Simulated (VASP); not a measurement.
OSZICAR of a VASP run on ZnS (wurtzite):

File OSZICAR:
```
       N       E                     dE             d eps       ncg     rms          rms(c)
DAV:   1     0.204709096050E+03    0.20471E+03   -0.15256E+04   616   0.161E+03
DAV:   2     0.394711914290E+01   -0.20076E+03   -0.19519E+03   658   0.328E+02
DAV:   3    -0.141456564422E+02   -0.18093E+02   -0.18024E+02   736   0.104E+02
DAV:   4    -0.145172308954E+02   -0.37157E+00   -0.37133E+00   724   0.160E+01
DAV:   5    -0.145245485584E+02   -0.73177E-02   -0.73173E-02   750   0.214E+00    0.896E+00
DAV:   6    -0.136462017769E+02    0.87835E+00   -0.20275E+00   962   0.418E+01    0.709E+00
DAV:   7    -0.136768380530E+02   -0.30636E-01   -0.18047E+00   670   0.766E+00    0.318E+00
DAV:   8    -0.136632403223E+02    0.13598E-01   -0.13011E-01   824   0.487E+00    0.102E+00
DAV:   9    -0.136634366218E+02   -0.19630E-03   -0.17624E-02   858   0.274E+00    0.255E-01
DAV:  10    -0.136636615571E+02   -0.22494E-03   -0.19064E-03   700   0.403E-01    0.163E-01
DAV:  11    -0.136638657825E+02   -0.20423E-03   -0.15444E-04   726   0.814E-02    0.506E-02
DAV:  12    -0.136639271582E+02   -0.61376E-04   -0.76418E-05   706   0.564E-02    0.182E-02
DAV:  13    -0.136639275674E+02   -0.40927E-06   -0.32784E-06   646   0.134E-02
   1 F= -.13663928E+02 E0= -.13663928E+02  d E =-.602790E-31
```

**Question.** Which electronic solver shows in the log?

**Answer.** It is blocked Davidson (ALGO = Normal, or the opening steps of other solvers). The INCAR had ALGO = Normal.

**Question.** Can the final energy be trusted as converged?

**Answer.** Self-consistency was reached. It stopped with EDIFF = 1E-6, NELM = 100 (PBE GGA, plane waves, VASP's PBE PAW potentials (set 64)).

The compound is ZnS in the wurtzite structure, the high-temperature form. The cell was not relaxed at this level. The run is one of a series of settings (SIGMA = 0.01 against the base run), some of them coarse on purpose.
